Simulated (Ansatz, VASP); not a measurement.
# Cross-check of ZrBPt (ZrBPt in the AlB2 type) between VASP and Ansatz

One calculation is typed for both programs; each brings its own data sets. How far apart do they land? The cell is generated by rule, not measured, and may not be a known phase. The cell is taken from a series of runs on this material, whose earlier steps may have relaxed, scaled, displaced or heated it; both programs get it as it stands.

Calculated with Ansatz 0.2.0; plane waves, with VASP 6.6.1 beside it; relaxation of cell and atoms at PBEsol and zone-centre phonons at PBEsol.

The structure was built from a prototype and need not be the compound's stable phase.

## 1. The structure

Symmetry: P-6m2, No. 187, hexagonal system. The conventional cell has a = 3.693 Å, b = 3.693 Å, c = 3.771 Å, α = 90.00°, β = 90.00°, γ = 120.00°. Nearest to Zr lie 6 Pt at 2.85 Å and 6 B at 2.85 Å. Nearest to B lie 3 Pt at 2.13 Å and 6 Zr at 2.85 Å. Nearest to Pt lie 3 B at 2.13 Å and 6 Zr at 2.85 Å. Farther neighbours are not listed.

Coordinates:

```xyz
3
Lattice="3.6926 0.0000 0.0000 -1.8463 3.1979 0.0000 0.0000 0.0000 3.7706" Properties=species:S:1:pos:R:3 pbc="T T T"
Zr    0.0000    0.0000    0.0000
B     0.0000    2.1319    1.8853
Pt    1.8463    1.0660    1.8853
```

## 2. VASP: relaxation of cell and atoms, PBEsol

The relaxed volume is the usual yardstick between codes: in a stiff, nearly cubic crystal its relative difference is about their pressure difference at one cell divided by the bulk modulus.

Lines of VASP's logs that name or quote its potential files are left out, and so is its time.

File INCAR:

```
SYSTEM = ZrBPt
PREC = Accurate
ENCUT = 500
EDIFF = 1E-07
NELM = 120
ISMEAR = 1
SIGMA = 0.2
LREAL = .FALSE.
ALGO = Normal
GGA = PS
NBANDS = 18
LASPH = .TRUE.
LORBIT = 11
LWAVE = .FALSE.
LCHARG = .FALSE.
ISIF = 3
IBRION = 2
NSW = 80
EDIFFG = -0.005
GGA_COMPAT = .FALSE.
NELMIN = 4
KPAR = 2
```

File POSCAR:

```
ZrBPt
1.0
    3.6925930000      0.0000000000      0.0000000000
   -1.8462970000      3.1978790000      0.0000000000
    0.0000000000      0.0000000000      3.7705770000
Zr B Pt
1 1 1
Direct
    0.0000000000      0.0000000000      0.0000000000
    0.3333333333      0.6666666667      0.5000000000
    0.6666666667      0.3333333333      0.5000000000
```

File KPOINTS:

```
Automatic mesh
0
Gamma
9 9 8
0 0 0
```

Potentials, in the order of the species: Zr_sv, B and Pt (PBE family, release 64).

The run is started by

```console
$ mpirun -np 2 vasp_std
```

Numbers of over 12 decimals in the logs are rounded to 6 here.

What it wrote:

```text
[banner, memory and clock lines left out]
running    2 mpi-ranks, on    1 nodes
 distrk:  each k-point on    1 cores,    2 groups
 distr:  one band on    1 cores,    1 groups

 POSCAR found type information on POSCAR ZrB Pt
 POSCAR found :  3 types and       3 ions
|                                                                             |
|               ----> ADVICE to this user running VASP <----                  |
|                                                                             |
|     You enforced a specific xc type in the INCAR file but a different       |
|     [... a line on the potential file left out ...]
|     I HOPE YOU KNOW WHAT YOU ARE DOING!                                     |
|                                                                             |

 LDA part: xc-table for (Slater+PW92), standard interpolation
 POSCAR, INCAR and KPOINTS ok, starting setup
 FFT: planning ... GRIDC
 FFT: planning ... GRID_SOFT
 FFT: planning ... GRID
 WAVECAR not read
 entering main loop
       N       E                     dE             d eps       ncg     rms          rms(c)
DAV:   1     0.159804304258E+03    0.15980E+03   -0.12911E+04  2160   0.130E+03
DAV:   2    -0.200380373475E+02   -0.17984E+03   -0.17644E+03  2476   0.326E+02
DAV:   3    -0.274845873766E+02   -0.74466E+01   -0.72990E+01  3590   0.566E+01
DAV:   4    -0.275962467475E+02   -0.11166E+00   -0.11151E+00  2672   0.662E+00
DAV:   5    -0.276000388988E+02   -0.37922E-02   -0.37908E-02  3380   0.897E-01    0.196E+01
DAV:   6    -0.250689652046E+02    0.25311E+01   -0.87203E+00  2636   0.202E+01    0.601E+00
DAV:   7    -0.249706241374E+02    0.98341E-01   -0.57392E-01  2998   0.481E+00    0.292E+00
DAV:   8    -0.249347460167E+02    0.35878E-01   -0.12168E-01  2438   0.236E+00    0.124E+00
DAV:   9    -0.249272097087E+02    0.75363E-02   -0.19504E-02  2368   0.972E-01    0.306E-01
DAV:  10    -0.249269496257E+02    0.26008E-03   -0.25240E-03  2844   0.372E-01    0.119E-01
DAV:  11    -0.249269100230E+02    0.39603E-04   -0.48762E-04  3020   0.177E-01    0.218E-02
DAV:  12    -0.249269074871E+02    0.25359E-05   -0.20109E-05  2396   0.391E-02    0.694E-03
DAV:  13    -0.249269068980E+02    0.58914E-06   -0.22177E-06  3130   0.103E-02    0.150E-03
DAV:  14    -0.249269068968E+02    0.12228E-08   -0.81460E-08  1446   0.231E-03
   1 F= -.24926907E+02 E0= -.24927032E+02  d E =-.249269E+02
[...]
2 F= -.24926944E+02 E0= -.24927063E+02  d E =-.367676E-04
[...]
3 F= -.24926944E+02 E0= -.24927063E+02  d E =-.367510E-04
[...]
4 F= -.24926972E+02 E0= -.24927086E+02  d E =-.282152E-04
[...]
5 F= -.24927032E+02 E0= -.24927120E+02  d E =-.886515E-04
[...]
6 F= -.24927045E+02 E0= -.24927047E+02  d E =-.101350E-03
 curvature:  -1.20 expect dE=-0.191E-04 dE for cont linesearch -0.562E-05
 ZBRENT: bracketing found
 ZBRENT: interpolating
 opt :   2.0374  next Energy=   -24.927057 (dE=-0.113E-03)
 bond charge predicted
       N       E                     dE             d eps       ncg     rms          rms(c)
DAV:   1    -0.249272981196E+02   -0.25315E-03   -0.16383E-02  2176   0.104E+00    0.105E-01
DAV:   2    -0.249271165522E+02    0.18157E-03   -0.57113E-04  2314   0.179E-01    0.490E-02
DAV:   3    -0.249270695968E+02    0.46955E-04   -0.11630E-04  2576   0.850E-02    0.206E-02
DAV:   4    -0.249270579788E+02    0.11618E-04   -0.38868E-05  2846   0.473E-02    0.113E-02
DAV:   5    -0.249270575983E+02    0.38047E-06   -0.11577E-06  2518   0.859E-03    0.497E-03
DAV:   6    -0.249270572348E+02    0.36354E-06   -0.30787E-07  2470   0.426E-03    0.831E-04
DAV:   7    -0.249270571796E+02    0.55188E-07   -0.22452E-08  1144   0.124E-03
   7 F= -.24927057E+02 E0= -.24927100E+02  d E =-.113532E-03
 curvature:  -2.57 expect dE=-0.502E-06 dE for cont linesearch -0.101E-08
 trial: gam= 0.03521 g(F)=  0.152E-44 g(S)=  0.196E-06 ort =-0.332E-06 (trialstep = 0.624E+00)
 search vector abs. value=  0.518E-06
 reached required accuracy - stopping structural energy minimisation
```

From OUTCAR (step 2):

```text
ion  position               nearest neighbor table
   1  0.000  0.000  0.000-   2 2.85   2 2.85   3 2.85   3 2.85   3 2.85   3 2.85   2 2.85   2 2.85
                             2 2.85   3 2.85   2 2.85   3 2.85
   2  0.333  0.667  0.500-   3 2.13   3 2.13   3 2.13   1 2.85   1 2.85   1 2.85   1 2.85   1 2.85
                             1 2.85
   3  0.667  0.333  0.500-   2 2.13   2 2.13   2 2.13   1 2.85   1 2.85   1 2.85   1 2.85   1 2.85
                             1 2.85

  LATTYP: Found a hexagonal cell.
 ALAT       =     3.6925930000
 C/A-ratio  =     1.0211190348

 Subroutine GETGRP returns: Found 12 space group operations
 (whereof 12 operations were pure point group operations)

The static configuration has the point symmetry D_3h.

 Found     60 irreducible k-points:

   k-points           NKPTS =     60   k-points in BZ     NKDIM =     60   number of bands    NBANDS=     18

   dimension x,y,z NGX =    28 NGY =   28 NGZ =   28
   dimension x,y,z NGXF=    56 NGYF=   56 NGZF=   56

   ENCUT  =  500.0 eV  36.75 Ry    6.06 a.u.   6.73  6.73  6.87*2*pi/ulx,y,z

   NELECT =      25.0000    total number of electrons

 k-points in reciprocal lattice and weights: Automatic mesh
   0.00000000  0.00000000  0.00000000       0.002
   0.11111111  0.00000000  0.00000000       0.009
   0.22222222  0.00000000  0.00000000       0.009
   0.33333333  0.00000000  0.00000000       0.009
   0.44444444  0.00000000  0.00000000       0.009
   0.11111111  0.11111111  0.00000000       0.009
   0.22222222  0.11111111  0.00000000       0.019
   0.33333333  0.11111111  0.00000000       0.019
   0.44444444  0.11111111  0.00000000       0.009
[...]
0.33333333  0.22222222  0.50000000       0.019
   0.33333333  0.33333333  0.50000000       0.003

 average (electrostatic) potential at core
       1 -74.0988       2 -23.0437       3 -64.7696

 E-fermi :   9.7370

 k-point     1 :       0.0000    0.0000    0.0000
  band No.  band energies     occupation
    ...
      7       3.8393      2.00000
      8       4.1992      2.00000
      9       5.9429      2.00000
     10       5.9429      2.00000
     11       9.7141      1.19247
     12       9.8426      0.22986
     13       9.8426      0.22985
     14      10.0802     -0.03568
     15      12.3405     -0.00000
     16      12.3405     -0.00000
    ...

 k-point     2 :       0.1111    0.0000    0.0000
  band No.  band energies     occupation
    ...
      8       4.2953      2.00000
      9       5.8542      2.00000
     10       5.8794      2.00000
     11       9.4074      2.04173
     12       9.4681      2.06719
     13       9.9621     -0.06747
     14      10.3569     -0.00011
     15      12.4587     -0.00000
     16      13.0764     -0.00000
     17      15.0538      0.00000
    ...

 k-point     3 :       0.2222    0.0000    0.0000
  band No.  band energies     occupation
    ...
      8       4.5247      2.00000
      9       5.5690      2.00000
     10       5.7271      2.00000
     11       8.8816      2.00000
     12       9.2014      2.00101
     13      10.2411     -0.00211
     14      10.3600     -0.00010
     15      12.7507     -0.00000
     16      14.0026      0.00000
     17      14.1588      0.00000
    ...

  Total        0.0022100      0.0022100      0.0015462     -0.0000000      0.0000000      0.0000000
  in kB        0.0795712      0.0795712      0.0556739     -0.0000000      0.0000000      0.0000000
  external PRESSURE =       0.0716055 kB  Pullay stress =       0.0000000 kB

  energy-cutoff  :      500.00
  volume of cell :       44.50
      direct lattice vectors                 reciprocal lattice vectors
     3.699711987 -0.000000001  0.000000000     0.270291310  0.156052820  0.000000000
    -1.849856495  3.204044222 -0.000000000     0.000000000  0.312105555  0.000000000
     0.000000000 -0.000000000  3.753796137     0.000000000  0.000000000  0.266396992

 POSITION                                       TOTAL-FORCE (eV/Angst)
 -----------------------------------------------------------------------------------
      0.00000      0.00000      0.00000         0.000000     -0.000000     -0.000000
     -0.00000      2.13603      1.87690         0.000000     -0.000000      0.000000
      1.84986      1.06801      1.87690        -0.000000      0.000000     -0.000000
 -----------------------------------------------------------------------------------
    total drift:                                0.000003     -0.000002      0.000000

  FREE ENERGIE OF THE ION-ELECTRON SYSTEM (eV)
  ---------------------------------------------------
  free  energy   TOTEN  =       -24.9270571796 eV

  energy  without entropy=      -24.9271855482  energy(sigma->0) =      -24.92709997

 reached required accuracy - stopping structural energy minimisation

 total charge
# of ion       s       p       d       tot
------------------------------------------
    1        2.169   6.001   1.497   9.668
    2        0.673   1.050   0.000   1.723
    3        0.851   0.861   8.112   9.824
--------------------------------------------------
tot          3.693   7.912   9.610  21.215

[... 3 further parts left out ...]
```

The run keeps the 12 symmetry operations of its start, so it cannot find a distortion of lower symmetry.

## 3. Ansatz: relaxation of cell and atoms, PBEsol

Ansatz runs on its PAW soft_1 files.

The same cell, functional, mesh and smearing now go to Ansatz, which takes its cutoff from its data sets.

File input.yaml:

```yaml
crystal:
  lattice:
    - [3.6925931299, 0.0, 0.0]
    - [-1.846296565, 3.1978794563, 0.0]
    - [0.0, 0.0, 3.7705766744]
  atoms:
    - { symbol: Zr, position: [0.0, 0.0, 0.0] }
    - { symbol: B, position: [0.3333333333, 0.6666666667, 0.5] }
    - { symbol: Pt, position: [0.6666666667, 0.3333333333, 0.5] }
kpoints:
  mp_grid: { grid: [9, 9, 8] }
hamiltonian:
  xc: pbesol
  pseudopotentials: { kind: paw, azcp: { folder: soft_1 }, xc_functional: pbe }
scf:
  occupations: { method: methfessel_paxton, width: 0.2 }
output:
  forces: true
  stress: true
  eigenvalues: true
relax:
  adjacent_minimum: "off"
  f_tol: 0.001
  max_steps: 60
  cell: { stress_tol: 0.01 }
```

The run is started by

```console
$ ansatz run input.yaml --threads 4 --pin off --max-ram 12288MiB --backend cpu --events-out ev --progress --plain --runs-dir out
```

What it wrote:

```text
Engine: ansatz 0.2.0, aarch64-unknown-linux-gnu
Pseudopotentials: kind: paw
Pseudopotential: Zr, paw, valence charge 12, recommended cutoff 420 eV (normal), soft_1/Zr.paw.azcp
Pseudopotential: B, paw, valence charge 3, recommended cutoff 420 eV (normal), soft_1/B.paw.azcp
Pseudopotential: Pt, paw, valence charge 18, recommended cutoff 420 eV (normal), soft_1/Pt.paw.azcp
Functional definition: PBEsol
  exchange = pbesol_x
  correlation = pbesol_c
Crystal: 3 atoms, lattice volume = 44.525 Å³
Basis set: ecut = 420 eV, 865 PW (Γ), exchange–correlation on 50×50×54 points (8 copies of the dense FFT grid, shifted against one another)
Bands: 21, of which v1, the nominal top of the filled ones, is band 17 counted from 1 (16 counted from 0)
Symmetry: 12 space group operations
Space group: P-6m2 (ITA 187), of the structure as read, at distance tolerance 3.5e-5 Å
k-points: 60 of 648 (time reversal used)
Non-local potential: Zr, projectors of the file, l = 0: 3, l = 1: 2, l = 2: 2, l = 3: 1
Non-local potential: B, projectors of the file, l = 0: 2, l = 1: 2, l = 2: 1
Non-local potential: Pt, projectors of the file, l = 0: 3, l = 1: 2, l = 2: 2, l = 3: 1
PAW form: soft (Blöchl's): semilocal exchange-correlation on the pseudo side does not see the compensation charge
PAW frozen core: Zr, regenerated for the run's functional, and the local potential with it (the file was generated under x = pbe(κ = 0.804, μ = 0.219515), c = pbe(β = 0.066725))
PAW frozen core: B, regenerated for the run's functional, and the local potential with it (the file was generated under x = pbe(κ = 0.804, μ = 0.219515), c = pbe(β = 0.066725))
PAW frozen core: Pt, regenerated for the run's functional, and the local potential with it (the file was generated under x = pbe(κ = 0.804, μ = 0.219515), c = pbe(β = 0.066725))
PAW one-centre angular grid: Zr, 590 points (default); XC on 64 Gauss nodes
PAW one-centre angular grid: B, 110 points (default); XC on 64 Gauss nodes
PAW one-centre angular grid: Pt, 590 points (default); XC on 64 Gauss nodes
Initial density: superposition of atomic densities (chi_scale 0.1, normalization cell, long waves kept (reshape's long-wave potential 0.00 eV rms))
Initial wavefunctions: pseudopotential atomic-orbital guess
Functional: x = pbesol(κ = 0.804, μ = 0.123457), c = pbesol(β = 0.046)
SCF iter   1: F=—  HF=-16674.168794 eV  |F-HF|=—  |Δ(HF+E_count)|=         —  Δρ=2.22e-1  dr2=3.79e1  ethr=3.10e-3  ⟨swp⟩=4.2  Hψ=4704  notcnv=0
preconditioner: auto → Kerker (q_TF=auto, 2.595 Å⁻¹)  [metal: Δε(μ)=0.038 eV  Ē_g=5.953 eV  σ=0.200 eV  W_gap=0.16  n_scr=20 (ndim 8)  ℏωp=22.9 eV  f_vac=0.000  D(μ)=2.61/eV (n_scr^D=20)]
SCF iter   2: F=—  HF=-16669.927502 eV  |F-HF|=—  |Δ(HF+E_count)|=    4.24e0  S|Δr|=    0.00e0  Δρ=1.05e-1  dr2=8.89e0  ethr=3.10e-3  ⟨swp⟩=2.0  Hψ=2938  notcnv=0  defer=2
SCF iter   3: F=—  HF=-16668.634993 eV  |F-HF|=—  |Δ(HF+E_count)|=    1.29e0  S|Δr|=    0.00e0  Δρ=2.11e-2  dr2=4.12e-1  ethr=3.10e-3  ⟨swp⟩=2.4  Hψ=2281  notcnv=0  defer=3
SCF iter   4: F=—  HF=-16668.547205 eV  |F-HF|=—  |Δ(HF+E_count)|=   8.78e-2  S|Δr|=    0.00e0  Δρ=4.00e-3  dr2=3.77e-3  ethr=1.25e-3  ⟨swp⟩=2.0  Hψ=1902  notcnv=0  defer=2
SCF iter   5: F=—  HF=-16668.547775 eV  |F-HF|=—  |Δ(HF+E_count)|=   5.70e-4  S|Δr|=    0.00e0  Δρ=1.48e-3  dr2=2.07e-3  ethr=1.14e-5  ⟨swp⟩=2.1  Hψ=2125  notcnv=0  defer=2
SCF iter   6: F=—  HF=-16668.547303 eV  |F-HF|=—  |Δ(HF+E_count)|=   4.72e-4  S|Δr|=    0.00e0  Δρ=4.91e-4  dr2=2.46e-4  ethr=6.26e-6  ⟨swp⟩=1.7  Hψ=1337  notcnv=0  defer=2
SCF iter   7: F=—  HF=-16668.547243 eV  |F-HF|=—  |Δ(HF+E_count)|=   6.04e-5  S|Δr|=    0.00e0  Δρ=6.28e-5  dr2=3.79e-6  ethr=7.44e-7  ⟨swp⟩=2.3  Hψ=1693  notcnv=0  defer=2
SCF iter   8: F=—  HF=-16668.547250 eV  |F-HF|=—  |Δ(HF+E_count)|=   7.36e-6  S|Δr|=    0.00e0  Δρ=7.59e-6  dr2=2.53e-8  ethr=3.03e-10  ⟨swp⟩=4.2  Hψ=6125  notcnv=0
SCF iter   9: F=-16668.547250 eV  HF=-16668.547250 eV  |F-HF|=1.14e-9  |Δ(HF+E_count)|=   2.18e-9  S|Δr|=    0.00e0  Δρ=1.67e-6  dr2=1.72e-9  ethr=7.68e-11  ⟨swp⟩=2.0  Hψ=3773  notcnv=0
SCF 1 converged in 9 iterations: F = -16668.547250 eV  dr2 = 1.72e-9
  greatest PAW one-centre occupation: 1.000 electrons in one spin orbital (limit 2), on the Pt atom at site 2 (counted from 0), in its partial waves of l = 0
relax step   1: F+E_penalty+E_count = -16668.54725040 eV  Δ(F+E_penalty+E_count) = +0.000e0 eV  max|allowed force component| = 3.392e-17 eV/Å  Δτ_max = 0.0000 Å  P = -0.007 GPa  Ω = 44.525 Å³  (9 SCF iters, dr2 threshold 1.00e-7 eV, accepted)
[...]
relax step   2: F+E_penalty+E_count = -16668.54726058 eV  Δ(F+E_penalty+E_count) = -1.018e-5 eV  max|allowed force component| = 1.357e-16 eV/Å  Δτ_max = 0.0000 Å  P = +0.060 GPa  Ω = 44.506 Å³  energy of the carried Pulay correction = +6.157e-6 eV  (5 SCF iters, dr2 threshold 6.19e-9 eV, accepted)
[...]
relax step   3: F+E_penalty+E_count = -16668.54726290 eV  Δ(F+E_penalty+E_count) = -2.318e-6 eV  max|allowed force component| = 1.480e-16 eV/Å  Δτ_max = 0.0000 Å  P = -0.000 GPa  Ω = 44.513 Å³  energy of the carried Pulay correction = +2.112e-6 eV  (5 SCF iters, dr2 threshold 1.51e-8 eV, accepted)
[...]
relax step   4: F+E_penalty+E_count = -16668.54726232 eV  Δ(F+E_penalty+E_count) = +5.767e-7 eV  max|allowed force component| = 1.850e-16 eV/Å  Δτ_max = 0.0000 Å  P = -0.000 GPa  Ω = 44.513 Å³  stress off target by 7.75e-4 GPa  SCF on the basis re-selected at this cell (its energy is not comparable with the rows above)  (5 SCF iters)
basis re-selected at this cell: Δ(F+E_penalty+E_count) = +5.767e-7 eV, ΔP = +0.000 GPa vs the last step (what re-selecting the basis moved, of the pressure what is left beyond the Pulay correction that the steps carried, after the strain that the cell walked since its last selection, with what the two solves' SCF thresholds leave and, on support functions, any second-order correction that the steps lacked; it is no m [...]
SCF converged after 5 iterations
Stability not checked: this state was not tested for a lower state beside it, because cold or Methfessel-Paxton smearing, or corrected tetrahedra, fill the levels in a way that the test cannot read (fill_not_monotonic; see scf.lower_state_search)
Free energy (F): -16668.547262 eV
Harris-Foulkes:  -16668.547262 eV  (|F-HF|=0.00e0)
Internal energy: -16668.547559 eV  (E = F + TS)
E sigma→0 (E₀):  -16668.547337 eV
Entropy (-TS):   0.000297 eV (0.099 meV/atom)
Fermi energy:    16.917906 eV
--- Per-component energies (eV) ---
  E_band       = -293.420421
  E_kinetic    = 959.784631
  E_local      = -2563.581824  (includes V_loc(G=0)·N_el)
  E_nonlocal   = 289.629234
  E_hartree    = 966.649322
  E_xc         = -418.338070
  E_vxc        = -493.222711  (∫ρ·V_xc dr)
  E_paw        = -12330.917455  (= ΣΔE_a)
  E_vpaw       = -419.329503  (= ΣTr[D̂ρ^β])
  E_aug_tail   = 0.001105  (compensation charges beyond the density's cutoff)
  E_ewald      = -3572.241966
  E_core_change = 0.467463  (= ΣΔE_core)
  E_smearing   = 0.000297  (= −TS)
  E_closure    = -0.000000  (closes the sum)
  Σ components = -16668.547262   (vs F -16668.547262, Δ=0.00e0)
--- Forces (eV/Å), atoms counted from 1 ---
  atom   1  Zr    -0.00000000     0.00000000    -0.00000000
  atom   2  B      0.00000000     0.00000000     0.00000000
  atom   3  Pt     0.00000000     0.00000000     0.00000000
  max |Σ_I F_I| component: 4.72e-16 eV/Å
--- Stress (GPa, compression-positive) ---
       -0.000237      -0.000000      -0.000000
       -0.000000      -0.000237       0.000000
       -0.000000       0.000000      -0.000775
  P = ⅓ Tr σ = -0.0004 GPa (-0.004 kbar)
--- Band table (eV; the first three rows and the last of 60) ---
  k-point 0: bands = [... 13 lower, 13.1131, 16.8538, 17.0366, 17.0366, 17.2627, 19.5136, 19.5136, 22.5184]
  k-point 1: bands = [... 13 lower, 13.0658, 16.2607, 17.1184, 17.1184, 17.6111, 19.7010, 19.7010, 22.4532]
  k-point 2: bands = [... 13 lower, 12.8961, 15.2879, 17.5118, 17.5118, 18.1852, 19.9847, 19.9847, 22.1543]
  k-point 59: bands = [... 13 lower, 13.9046, 14.4856, 15.0093, 16.1664, 16.1762, 19.8636, 21.8537, 22.4740]
--- Relaxed structure (3 steps of the walk, 3 accepted, 1 SCFs on fresh bases) ---
  F+E_penalty+E_count = -16668.54726232 eV   max|allowed force component| = 1.850e-16 eV/Å   (the final SCF, on the basis selected at the relaxed cell)
  cell:  # Å, volume = 44.5128 Å³
    - [3.694353, 2.888120351766802e-11, 0.0]
    - [-1.847177, 3.199404, 0.0]
    - [0.0, 0.0, 3.765978]
  atoms:
    - { symbol: Zr, position: [0, 0, 0.0] }
    - { symbol: B, position: [0.333333, 0.666667, 0.500000] }
    - { symbol: Pt, position: [0.666667, 0.333333, 0.500000] }
```

In the SCF lines HF is the Harris–Foulkes energy and dr2 the Hartree energy of the density residual, in eV; the loop may stop once dr2 is under the threshold and the program's other checks hold. Hψ counts applications of the Hamiltonian.

(Continued in part 2 of 2.)

[Lines on the potential files, build, host, timing and source positions are cut from VASP's logs without a mark.]

[Logs are printed without paths, hosts, clocks, repeated set-up lines and the standing remarks that a program may print on its own settings, such as how far it seeks lower states.]

[Hosts, paths, dates, database ids (printed as entryN), source tags and the programs' standing remarks are cut or masked in the printed files.]
